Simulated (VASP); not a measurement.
# A vacancy on the Hf site in HfB2, part 5 of 5

Wanted: what a vacancy on the Hf site costs in HfB2 and how the lattice relaxes round it. The start is a cell from a database of measured crystal structures.

VASP 6.6.1, plane waves and PAW; the level of theory is named at each step.

So far. Step 5 (Reference B): The run ended after 8 ionic steps, 0.099 eV below its first step, once forces and stress met EDIFFG = -0.02. Step 5 (Reference B): Energy at zero smearing: -89.55452 eV.

## (6) Relaxing the defect

This step: LDA; plane waves and PAW (Hf, B) (VASP 6.6.1).

System of this step: Hf11B24. The cell holds 35 atoms: 11 Hf and 24 B. Its edges and angles: a = 6.380 Å, b = 6.380 Å, c = 13.887 Å, α = 113.5°, β = 113.5°, γ = 114.9°. It derives from HfB2. Nearest the centre at fractional (0.000, 0.000, 0.000): B20 at 2.48 Å, B24 at 2.48 Å, B32 at 2.48 Å, B12 at 2.48 Å, B22 at 2.48 Å, B35 at 2.48 Å, B34 at 2.48 Å, B23 at 2.48 Å.

The host is treated as a metal, since its gap is under 0.3 eV or closed. The run keeps 8 symmetry operations, which cuts the number of k-points but bars distortions that break them. The atoms relax at the host's fixed cell.

Contents of INCAR:

```
SYSTEM = Hf11B24
PREC = Normal
ENCUT = 320
EDIFF = 1E-05
NELM = 120
ISMEAR = 1
SIGMA = 0.2
LREAL = Auto
ALGO = Fast
GGA = CA
NBANDS = 84
LASPH = .TRUE.
LORBIT = 11
LWAVE = .FALSE.
LCHARG = .TRUE.
KPAR = 4
IBRION = 2
NSW = 50
ISIF = 2
EDIFFG = -0.03
POTIM = 0.4
MAXMIX = 40
ISYM = 2
```

Contents of POSCAR:

```
Hf11B24
1.0
   -4.6568289577      2.6886214523      3.4333544687
    4.6568289577     -2.6886214523      3.4333544687
    4.6568289579      8.0658643569    -10.3000634061
Hf B
11 24
Direct
    0.5000000000      0.5000000000      0.0000000000
    0.5000000000      0.0000000000      0.1666666700
    0.0000000000      0.5000000000      0.1666666700
    0.0000000000      0.0000000000      0.3333333300
    0.5000000000      0.5000000000      0.3333333300
    0.5000000000      0.0000000000      0.5000000000
    0.0000000000      0.5000000000      0.5000000000
    0.0000000000      0.0000000000      0.6666666700
    0.5000000000      0.5000000000      0.6666666700
    0.5000000000      0.0000000000      0.8333333300
    0.0000000000      0.5000000000      0.8333333300
    0.4166666700      0.5833333300      0.1666666700
    0.9166666700      0.0833333300      0.1666666700
    0.9166666700      0.5833333300      0.3333333300
    0.4166666700      0.0833333300      0.3333333300
    0.4166666700      0.5833333300      0.5000000000
    0.9166666700      0.0833333300      0.5000000000
    0.9166666700      0.5833333300      0.6666666700
    0.4166666700      0.0833333300      0.6666666700
    0.4166666700      0.5833333300      0.8333333300
    0.9166666700      0.0833333300      0.8333333300
    0.9166666700      0.5833333300      0.0000000000
    0.4166666700      0.0833333300      0.0000000000
    0.5833333300      0.4166666700      0.1666666700
    0.0833333300      0.9166666700      0.1666666700
    0.0833333300      0.4166666700      0.3333333300
    0.5833333300      0.9166666700      0.3333333300
    0.5833333300      0.4166666700      0.5000000000
    0.0833333300      0.9166666700      0.5000000000
    0.0833333300      0.4166666700      0.6666666700
    0.5833333300      0.9166666700      0.6666666700
    0.5833333300      0.4166666700      0.8333333300
    0.0833333300      0.9166666700      0.8333333300
    0.0833333300      0.4166666700      0.0000000000
    0.5833333300      0.9166666700      0.0000000000
```

Contents of KPOINTS:

```
Automatic mesh
0
Gamma
5 5 5
0 0 0
```

PAW data sets: Hf and B (LDA family, release 64).

Command:

```
> mpirun -np 4 vasp_std
```

The log of the run:

```text
[banner, memory and clock lines left out]
running    4 mpi-ranks, on    1 nodes
 distrk:  each k-point on    1 cores,    4 groups
 distr:  one band on    1 cores,    1 groups

 POSCAR found type information on POSCAR HfB
 POSCAR found :  2 types and      35 ions
 LDA part: xc-table for (Slater(with rela. corr.)+CA(PZ))
 , standard interpolation
 POSCAR, INCAR and KPOINTS ok, starting setup
 FFT: planning ... GRIDC
 FFT: planning ... GRID_SOFT
 FFT: planning ... GRID
 WAVECAR not read
 entering main loop
       N       E                     dE             d eps       ncg     rms          rms(c)
DAV:   1     0.863473102139E+02    0.86347E+02   -0.37280E+04  4584   0.826E+02
DAV:   2    -0.340842174734E+03   -0.42719E+03   -0.40834E+03  5768   0.175E+02
DAV:   3    -0.361514373765E+03   -0.20672E+02   -0.20284E+02  5808   0.379E+01
DAV:   4    -0.361908960860E+03   -0.39459E+00   -0.39232E+00  5784   0.524E+00
DAV:   5    -0.361919648510E+03   -0.10688E-01   -0.10671E-01  5800   0.787E-01    0.715E+01
RMM:   6    -0.333304544205E+03    0.28615E+02   -0.59157E+01  4539   0.159E+01    0.408E+01
RMM:   7    -0.333384413186E+03   -0.79869E-01   -0.65034E+01  4538   0.158E+01    0.617E+00
RMM:   8    -0.331538583488E+03    0.18458E+01   -0.14902E+01  4536   0.888E+00    0.425E+00
RMM:   9    -0.331426215765E+03    0.11237E+00   -0.77577E-01  4595   0.277E+00    0.627E-01
RMM:  10    -0.331437479394E+03   -0.11264E-01   -0.17812E-01  4617   0.957E-01    0.674E-01
RMM:  11    -0.331432886705E+03    0.45927E-02   -0.43762E-02  4552   0.489E-01    0.118E-01
RMM:  12    -0.331433755599E+03   -0.86889E-03   -0.80727E-03  4901   0.210E-01    0.816E-02
RMM:  13    -0.331433867612E+03   -0.11201E-03   -0.15772E-03  4562   0.888E-02    0.373E-02
RMM:  14    -0.331433878982E+03   -0.11370E-04   -0.48125E-04  4875   0.490E-02    0.114E-02
RMM:  15    -0.331433889967E+03   -0.10985E-04   -0.11127E-04  4275   0.198E-02    0.838E-03
RMM:  16    -0.331433891272E+03   -0.13050E-05   -0.11280E-05  3020   0.740E-03
   1 F= -.33143389E+03 E0= -.33143581E+03  d E =-.331434E+03
 curvature:   0.00 expect dE= 0.000E+00 dE for cont linesearch  0.000E+00
 trial: gam= 0.00000 g(F)=  0.538E-01 g(S)=  0.000E+00 ort = 0.000E+00 (trialstep = 0.100E+01)
 search vector abs. value=  0.538E-01
 bond charge predicted
       N       E                     dE             d eps       ncg     rms          rms(c)
DAV:   1    -0.331472276714E+03   -0.38387E-01   -0.21558E+00  5304   0.401E+00    0.537E-01
RMM:   2    -0.331472302329E+03   -0.25615E-04   -0.35854E-02  4539   0.555E-01    0.263E-01
RMM:   3    -0.331470985271E+03    0.13171E-02   -0.91807E-03  4598   0.235E-01    0.142E-01
RMM:   4    -0.331471014407E+03   -0.29137E-04   -0.20661E-03  4634   0.112E-01    0.125E-01
RMM:   5    -0.331471000777E+03    0.13630E-04   -0.51475E-04  4801   0.530E-02    0.555E-02
RMM:   6    -0.331471002424E+03   -0.16472E-05   -0.14589E-04  4585   0.271E-02    0.150E-02
RMM:   7    -0.331471006590E+03   -0.41659E-05   -0.39119E-05  3578   0.140E-02
   2 F= -.33147101E+03 E0= -.33147252E+03  d E =-.371153E-01
[...]
3 F= -.33147731E+03 E0= -.33147858E+03  d E =-.434206E-01
 curvature:  -0.80 expect dE=-0.476E-02 dE for cont linesearch -0.242E-06
 trial: gam= 0.10759 g(F)=  0.591E-02 g(S)=  0.000E+00 ort = 0.127E-03 (trialstep = 0.112E+01)
 search vector abs. value=  0.656E-02
 bond charge predicted
       N       E                     dE             d eps       ncg     rms          rms(c)
DAV:   1    -0.331481995569E+03   -0.46889E-02   -0.30506E-01  5212   0.175E+00    0.358E-01
RMM:   2    -0.331481982104E+03    0.13465E-04   -0.85244E-03  4536   0.267E-01    0.492E-01
RMM:   3    -0.331481528084E+03    0.45402E-03   -0.21351E-03  4541   0.116E-01    0.155E-01
RMM:   4    -0.331481386270E+03    0.14181E-03   -0.60576E-04  4551   0.607E-02    0.892E-02
RMM:   5    -0.331481380218E+03    0.60522E-05   -0.22781E-04  4612   0.348E-02    0.459E-02
RMM:   6    -0.331481373450E+03    0.67681E-05   -0.41290E-05  4020   0.162E-02
   4 F= -.33148137E+03 E0= -.33148259E+03  d E =-.406162E-02
 trial-energy change:   -0.004062  1 .order   -0.004078   -0.006648   -0.001509
 step:   1.4512(harm=  1.4512)  dis= 0.00435  next Energy=  -331.481612 (dE=-0.430E-02)
 reached required accuracy - stopping structural energy minimisation
```

The job ended after 2 min (4 MPI ranks of Intel Xeon 6975P-C (Granite Rapids), shared host; peak memory 1.5 GiB).

Parts of OUTCAR (step 6):

```text
   k-points           NKPTS =     27   k-points in BZ     NKDIM =     27   number of bands    NBANDS=     84

   NELECT =     116.0000    total number of electrons

 E-fermi :   7.1591

 k-point     1 :       0.0000    0.0000    0.0000
  band No.  band energies     occupation
    ...
     55       5.9752      2.00000
     56       6.0413      2.00000
     57       6.1956      2.00000
     58       6.3978      2.00000
     59       6.6648      2.00263
     60       7.4226     -0.06858
     61       9.3454     -0.00000
     62       9.4086     -0.00000
     63       9.4361     -0.00000
     64       9.6545     -0.00000
    ...

  Total       -8.4585884     -6.9752426     -3.4766908      1.2846152     -0.0000000     -0.0000000
  in kB      -39.4075922    -32.4968541    -16.1975031      5.9848747     -0.0000000     -0.0000000
  external PRESSURE =     -29.3673165 kB  Pullay stress =       0.0000000 kB

 POSITION                                       TOTAL-FORCE (eV/Angst)
 -----------------------------------------------------------------------------------
      0.00000      0.00000      3.43335         0.000000     -0.000000     -0.000000
     -1.53779      2.67049     -0.00000        -0.009396      0.008977      0.000000
      3.08161      0.00348     -0.00000         0.012472     -0.003649      0.000000
      1.54618      2.67807      3.43335         0.000504      0.000874     -0.000000
      1.54055      2.66832      0.00000         0.001590      0.002755      0.000000
      0.00000      5.37724     -3.43335         0.000000     -0.000000     -0.000000
      4.65683      2.68862     -3.43335        -0.000000     -0.000000     -0.000000
      3.11065      5.38780     -6.86671        -0.000504     -0.000874     -0.000000
      3.11627      5.39755     -3.43335        -0.001590     -0.002755     -0.000000
      6.19462      5.39537     -3.43335         0.009396     -0.008977     -0.000000
      1.57522      8.06238     -3.43335        -0.012472      0.003649     -0.000000
      1.54316      0.88305      1.71870        -0.005163     -0.005048      0.024827
     -3.11367      3.57167      1.71465        -0.005163     -0.005048     -0.024827
     -0.00251      3.57853      1.72381        -0.010135     -0.022843      0.007652
     -0.00251      3.57853     -1.72381        -0.010135     -0.022843     -0.007652
      3.10455      3.58483     -1.71668         0.006061     -0.003499     -0.000000
     -1.55228      6.27345     -1.71668         0.006061     -0.003499     -0.000000
      1.55648      6.27878     -1.70955         0.014715      0.020198      0.007652
      1.55648      6.27878     -5.15716         0.014715      0.020198     -0.007652
      4.66367      6.28793     -5.15206         0.001790      0.006995     -0.024827
      0.00684      8.97655     -5.14801         0.001790      0.006995      0.024827
     -1.54975      0.89475      5.14581        -0.017536      0.010124     -0.019719
      3.10708      8.96061     -8.57916        -0.017536      0.010124      0.019719
     -0.00684      1.77794      1.71870        -0.001790     -0.006995      0.024827
[...]
-----------------------------------------------------------------------------------
    total drift:                               -0.000000      0.000000     -0.000000

  FREE ENERGIE OF THE ION-ELECTRON SYSTEM (eV)
  ---------------------------------------------------
  free  energy   TOTEN  =      -331.4813734498 eV

  energy  without entropy=     -331.4850197475  energy(sigma->0) =     -331.48258888

[... 7 parts as in an earlier step ...]

[... 10 further parts left out ...]
```

The run keeps the 8 symmetry operations of its start, so it cannot find a distortion of lower symmetry.

The steps of the relaxation:

```
step  energy less that of the first step (eV)  largest force (eV/Å)
   1                                   0.0000                0.3959
   2                                  -0.0371                0.1225
   3                                  -0.0434                0.0801
   4                                  -0.0475                0.0283
```

The atoms that moved most (Å):

```
atom      dx      dy      dz  length
 Hf5  -0.012  -0.020   0.000   0.023
 Hf9   0.012   0.020   0.000   0.023
 Hf3  -0.023   0.003   0.000   0.023
Hf11   0.023  -0.003   0.000   0.023
 Hf2   0.014  -0.018   0.000   0.023
Hf10  -0.014   0.018   0.000   0.023
 B13  -0.009  -0.013  -0.002   0.016
 B33   0.009   0.013   0.002   0.016
```

Final coordinates:

```cif
data_structure
_symmetry_space_group_name_H-M 'P 1'
_symmetry_Int_Tables_number 1
_cell_length_a 6.3799
_cell_length_b 6.3799
_cell_length_c 13.8865
_cell_angle_alpha 113.526
_cell_angle_beta 113.526
_cell_angle_gamma 114.884
_cell_volume 343.90
loop_
_atom_site_label
_atom_site_type_symbol
_atom_site_fract_x
_atom_site_fract_y
_atom_site_fract_z
_atom_site_occupancy
Hf1 Hf 0.50000 0.50000 0.00000 1
Hf2 Hf 0.49663 0.00065 0.16576 1
Hf3 Hf 0.00065 0.49663 0.16576 1
Hf4 Hf 0.99804 0.99804 0.33202 1
Hf5 Hf 0.49622 0.49622 0.33082 1
Hf6 Hf 0.50000 0.00000 0.50000 1
Hf7 Hf 0.00000 0.50000 0.50000 1
Hf8 Hf 0.00196 0.00196 0.66798 1
Hf9 Hf 0.50378 0.50378 0.66918 1
Hf10 Hf 0.50337 0.99935 0.83424 1
Hf11 Hf 0.99935 0.50337 0.83424 1
B12 B 0.41451 0.58094 0.16495 1
B13 B 0.91392 0.08035 0.16495 1
B14 B 0.91653 0.58338 0.33261 1
B15 B 0.41446 0.08130 0.33261 1
B16 B 0.41667 0.58333 0.50000 1
B17 B 0.91667 0.08333 0.50000 1
B18 B 0.91870 0.58554 0.66739 1
B19 B 0.41662 0.08347 0.66739 1
B20 B 0.41906 0.58549 0.83505 1
B21 B 0.91965 0.08608 0.83505 1
B22 B 0.91578 0.58299 0.00000 1
B23 B 0.41701 0.08422 0.00000 1
B24 B 0.58094 0.41451 0.16495 1
B25 B 0.08035 0.91392 0.16495 1
B26 B 0.08130 0.41446 0.33261 1
B27 B 0.58338 0.91653 0.33261 1
B28 B 0.58333 0.41667 0.50000 1
B29 B 0.08333 0.91667 0.50000 1
B30 B 0.08347 0.41662 0.66739 1
B31 B 0.58554 0.91870 0.66739 1
B32 B 0.58549 0.41906 0.83505 1
B33 B 0.08608 0.91965 0.83505 1
B34 B 0.08422 0.41701 0.00000 1
B35 B 0.58299 0.91578 0.00000 1
```

This step gave:

```
electronic cycles                               : 34
electrons                                       : 116
free energy (TOTEN)                             : -331.4814 eV
energy at zero smearing                         : -331.4826 eV
Fermi energy                                    : 7.159 eV
labelled metallic, from the levels on this mesh : yes
```

Valence density in the ac plane at fractional y = 0.000, through the centre, with atoms of Hf and B within 0.45 Å of it. It is the smooth field of the valence electrons, not physical close to the nuclei.

Ten even steps from '0' (0.02 e/Å³) to '9' (0.77 e/Å³), each cell a mean:
```
000248898776421000
013589864332210000
357996432222111223
998864322222235678
776532222223368898
333222223334689754
222223344568996432
222235788998864322
223368898776532222
234689864333222222
568996432222222344
999864322222235788
776532222223368898
333222223234689864
222222344568996432
222235788998864322
223368898776532222
234689864333222222
568996432222223344
998864322222235788
665432222223368898
211111223234699753
000011344568995310
000024688999852100
```
Columns run along a (6.4 Å), rows up along c (13.9 Å). Atoms in or near the plane, at fractional coordinates: Hf at (0.50, 0.17), Hf at (0.00, 0.33), Hf at (0.50, 0.50), Hf at (0.00, 0.67), Hf at (0.50, 0.83), B at (0.91, 0.16), B at (0.41, 0.33), B at (0.92, 0.50), B at (0.42, 0.67), B at (0.92, 0.84), B at (0.42, 0.00), B at (0.08, 0.16), B at (0.58, 0.33), B at (0.08, 0.50) and more.

The run ended after 4 ionic steps, 0.047 eV below its first step, once the forces on the free atoms met EDIFFG = -0.03.

The 12 first neighbours (B) lie 2.48 Å from the site in the perfect crystal and 2.48 Å on average after the relaxation (-0.2 %).

## (7) Putting the energies together

This step: point defect, LDA; plane waves and PAW (VASP 6.6.1).

This step runs nothing: it gathers the runs above.

This step gave:

- formation energy of the neutral defect: 6.065 eV
- host formation enthalpy: -1.117 eV/atom

Formation energy:

```
formation energy (eV)  largest move (Å)
                6.065           0.02344
```

E_f is E(defect cell) less E(perfect cell), corrected for the atoms exchanged with their references.

References, in eV an atom: Hf -10.749 (crystal P6_3/mmc) and B -7.463 (crystal R-3m). They were run at the supercell's cutoff and functional, without U, and count both elements from their own phases.

## (8) Summary of results

| Item | Value |
| --- | --- |
| formation energy at charge 0 | 6.065 eV |
| host formation enthalpy | -1.12 eV/atom |

In words: A vacancy on the Hf site costs 6.07 eV, with every exchanged atom at the energy of its element. The 12 first neighbours (B) lie 2.48 Å from the site in the perfect crystal and 2.48 Å on average after the relaxation (-0.2 %). With metallic smearing the value can move by tenths of an eV with the k mesh. The supercell of 36 atoms is small, so interactions between images remain.

[Lines on the potential files, build, host, timing and source positions are cut from VASP's logs without a mark.]

[Logs are printed without paths, hosts, clocks, repeated set-up lines and the standing remarks that a program may print on its own settings, such as how far it seeks lower states.]

[Hosts, paths, dates, database ids (printed as entryN), source tags and the programs' standing remarks are cut or masked in the printed files.]

[In band tables of VASP the shares of atoms and orbitals are scaled to a sum of 1 inside the atoms' spheres.]

[Runs that stopped without an error message from VASP are left out.]
